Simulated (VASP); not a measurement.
An input for Quantum ESPRESSO's pw.x (written as the equivalent of a VASP run, and not itself run):

```
&CONTROL
  calculation = 'vc-relax'
  pseudo_dir = './pseudo'
  outdir = './out'
  tprnfor = .true.
  tstress = .true.
  nstep = 30
  forc_conv_thr = 0.00039
/
&SYSTEM
  ibrav = 0
  nat = 6
  ntyp = 2
  ecutwfc = 84
  occupations = 'smearing'
  smearing = 'gaussian'
  degauss = 0.003675
  input_dft = 'vdw-df2'
/
&ELECTRONS
  conv_thr = 7.3e-09
  electron_maxstep = 100
/
&IONS
/
&CELL
  cell_dofree = 'shape'
/
ATOMIC_SPECIES
  Si 28.085 Si.upf
  O 15.999 O.upf
CELL_PARAMETERS angstrom
     4.2823837    0.0000000    0.0000000
     0.0000000    4.2823837    0.0000000
     0.0000000    0.0000000    2.7263221
ATOMIC_POSITIONS crystal
  Si   0.0000000  0.0000000  0.0000000
  Si   0.5000000  0.5000000  0.5000000
  O    0.3077753  0.3077753  0.0000000
  O    0.8077753  0.1922247  0.5000000
  O    0.1922247  0.8077753  0.5000000
  O    0.6922247  0.6922247  0.0000000
K_POINTS automatic
  5 5 8 0 0 0
```

**Question.** Write the VASP files for the same calculation (vdW-DF2).

**Answer.** One answer among several that fit: 
**KPOINTS**
```
kpoints
0
G
  5 5 8
```

**INCAR**
```
NELM  =  100   ! most electronic steps
LREAL  =  .FALSE.
AGGAC  =  0.0
NSW  =  30   ! most ionic steps
SIGMA  =  0.05   ! width (eV)
ALGO  =  Normal   ! blocked Davidson
EDIFFG  =  -0.01   ! ionic stop
PREC  =  Accurate
LASPH  =  .TRUE.   ! aspherical one-centre terms
ZAB_VDW  =  -1.8867
ENCUT  =  520
IBRION  =  2   ! conjugate gradients
LCHARG  =  .FALSE.
EDIFF  =  1E-7
ISMEAR  =  0   ! Gaussian
SYSTEM  =  SiO2
GGA  =  ML
ISIF  =  4   ! ions and shape, fixed volume
LWAVE  =  .FALSE.
LUSE_VDW  =  .TRUE.
```

**POSCAR**
```
SiO2
1.0
  4.2823836927   0.0000000000   0.0000000000
  0.0000000000   4.2823836927   0.0000000000
  0.0000000000   0.0000000000   2.7263221051
Si O
2 4
direct
  0.0000000000   0.0000000000   0.0000000000
  0.5000000000   0.5000000000   0.5000000000
  0.3077753113   0.3077753113   0.0000000000
  0.8077753113   0.1922246887   0.5000000000
  0.1922246887   0.8077753113   0.5000000000
  0.6922246887   0.6922246887   0.0000000000
```

POTCAR, in this order: Si O (PBE.64 set). Program: vasp_std.

Limits of the translation: the potentials are each code's own (VASP's PAW set, PseudoDojo norm-conserving files in pw.x), so ENCUT and ecutwfc are chosen apart and not converted; conv_thr bounds pw.x's estimated SCF error, while EDIFF bounds the energy change between steps; forc_conv_thr acts on force components and is met together with etot_conv_thr.

The compound is SiO2 in the rutile structure, stishovite, a high-pressure form. It was relaxed first, which changed the volume by +7 %.
